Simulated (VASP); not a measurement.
VASP runs on GeSb₂Te₄ (space group R-3m) share one base input (PBE GGA, plane waves, VASP's PBE PAW potentials (set 64)) and change the settings named in each case.

File KPOINTS:
```
Automatic mesh
0
gamma
 4 4 4
```

### INCAR
```
# general
SYSTEM  = Ge(SbTe2)2
PREC    = Accurate
ENCUT   = 300
LREAL   = .FALSE.
LASPH   = .TRUE.

# electronic loop
EDIFF   = 1E-6
NELM    = 100
ALGO    = Normal
LMAXMIX = 4

# smearing
ISMEAR  = -1
SIGMA   = 0.1

# functional
GGA     = PE

# ions
ISIF    = 2

# output
LWAVE   = .FALSE.
LCHARG  = .FALSE.
```

### POSCAR
```
Ge(SbTe2)2
1
    2.0835460000     1.2029360000    13.5650100000
   -2.0835460000     1.2029360000    13.5650100000
    0.0000000000    -2.4058730000    13.5650100000
Ge Sb Te
1 2 4
Direct
  0.0000000000   0.0000000000   0.0000000000
  0.4273000000   0.4273000000   0.4273000000
  0.5727000000   0.5727000000   0.5727000000
  0.1327000000   0.1327000000   0.1327000000
  0.8673000000   0.8673000000   0.8673000000
  0.2898000000   0.2898000000   0.2898000000
  0.7102000000   0.7102000000   0.7102000000
```

POTCAR, in this order: Ge_d Sb Te (PBE.64 set). Program: vasp_std.

| change | E(σ→0) (eV/atom) | pressure (GPa) | largest force (eV/Å) | −TS (eV) |
|---|---|---|---|---|
| base run | -3.6835 | 5.14 | 1.105 | -0.0278 |
| ENCUT = 150, KPOINTS 8×8×8 Γ-centred mesh shifted by (0.5, 0.5, 0.5) | -0.1254 | -117.03 | 1.344 | -0.0168 |
| EDIFF = 1E-04, ENCUT = 240, KPOINTS 6×6×6 Γ-centred mesh | -3.6541 | [?] | [?] | [?] |
| EDIFF = 1E-04, ENCUT = 210, ISMEAR = 1, SIGMA = 0.2, KPOINTS 8×8×8 Γ-centred mesh | -3.5389 | -5.33 | 1.282 | 0.0090 |
| ENCUT = 180, KPOINTS 3×3×3 Γ-centred mesh shifted by (0.5, 0.5, 0.5) | -2.9683 | -29.23 | 0.926 | -0.0399 |
| ENCUT = 180, SIGMA = 0.272, KPOINTS 1×1×1 Γ-centred mesh | 1.3392 | 9.20 | 0.498 | -1.2561 |
| AEXX = 0.25, HFSCREEN = 0.2, ISYM = 3, LHFCALC = .TRUE., PRECFOCK = Fast, KPOINTS 2×2×2 Γ-centred mesh | -4.3002 | 6.25 | 0.750 | -0.0493 |

### Question
What belongs in the gaps?

### Answer

- EDIFF = 1E-04, ENCUT = 240, KPOINTS 6×6×6 Γ-centred mesh, pressure (GPa): 2.14
- EDIFF = 1E-04, ENCUT = 240, KPOINTS 6×6×6 Γ-centred mesh, largest force (eV/Å): 1.271
- EDIFF = 1E-04, ENCUT = 240, KPOINTS 6×6×6 Γ-centred mesh, −TS (eV): -0.0178

Energies of different potentials or functionals have different zeros.  Unless said otherwise, spin-orbit coupling is left out, though it shifts the bands of the heavy elements here. At 300 eV the pressure can carry a Pulay error.

Left out are runs that ran out of time, are held back, or changed the cell or the kind of run, fixed moments of cells without a moment, rows past the twelfth, gaps on odd meshes, pressures of charged cells and columns that move by less than the noise.

The structure was generated: GeSb2Te4 was put into an ordered model structure, which need not be its known phase. The cell was not relaxed at this level, forces remain on its atoms, its lattice was scaled by up to 2.5 %.
